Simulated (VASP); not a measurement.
Write the native input for VASP 6.6.1 that does the following.

```
Task                   : relaxation of cell and atoms
Functional             : PBE
Potentials or basis    : VASP PAW PBE potentials, release 64 (Te, Mo_sv)
Cutoff                 : 600 eV
k mesh                 : 12 × 12 × 1
Occupations            : gaussian, width 0.03 eV
Spin                   : no spin polarisation
Further INCAR settings : ALGO = Normal; EDIFF = 1e-06; IBRION = 2; EDIFFG = -0.01; NSW = 90; ISIF = 3
```

The structure of Te2Mo lies in POSCAR:

```
Te2Mo
1.0
    3.5182000000      0.0000000000      0.0000000000
   -1.7591000000      3.0468505800      0.0000000000
    0.0000000000      0.0000000000     35.5787888000
Te Mo
6 3
Direct
    0.3333333300      0.6666666700      0.2529597100
    0.3333333300      0.6666666700      0.3542894300
    0.6666666700      0.3333333300      0.4493351400
    0.6666666700      0.3333333300      0.5506648600
    0.3333333300      0.6666666700      0.6457105700
    0.3333333300      0.6666666700      0.7470402900
    0.6666666700      0.3333333300      0.3036245700
    0.3333333300      0.6666666700      0.5000000000
    0.6666666700      0.3333333300      0.6963754300
```

One way to write it, as run:

INCAR

```
SYSTEM = Te2Mo
ALGO = Normal
EDIFF = 1E-6
EDIFFG = -0.01
ENCUT = 600
GGA = PE
IBRION = 2
ISIF = 3
ISMEAR = 0
KPAR = 4
LASPH = .True.
LATTICE_CONSTRAINTS = .TRUE. .TRUE. .FALSE.
LCHARG = .False.
LREAL = .False.
LWAVE = .False.
NELM = 80
NSW = 90
PREC = Accurate
SIGMA = 0.03
```

KPOINTS

```
k-points
0
Gamma
  12 12 1
  0 0 0
```

Potentials or basis: VASP PAW PBE potentials, release 64 (Te, Mo_sv).

The run is started by

```console
$ cat potpaw_PBE.64/Te/POTCAR potpaw_PBE.64/Mo_sv/POTCAR > POTCAR
$ mpirun -np 4 vasp_std > vasp.out
```

Results of the run:

```
Relaxed volume                         : 43.27 Å³/atom
Relaxed cell                           : a = 3.555 Å, b = 3.555 Å, c = 35.579 Å, α = 90.00°, β = 90.00°, γ = 120.00°
Space group after relaxing (to 0.05 Å) : P-6m2 (No. 187)
Energy gained by relaxing              : 10.9 meV/atom
Ionic steps                            : 43
Largest force after relaxing           : 0.007 eV/Å
Band gap on the k mesh                 : 1.05 eV, direct
```

Caveat: spin-orbit coupling is left out, which moves the levels of the heavy elements.

It took 37 min on 4 MPI ranks on AMD EPYC 9R45 (Zen 5) (shared host), peak memory 0.75 GiB a rank.
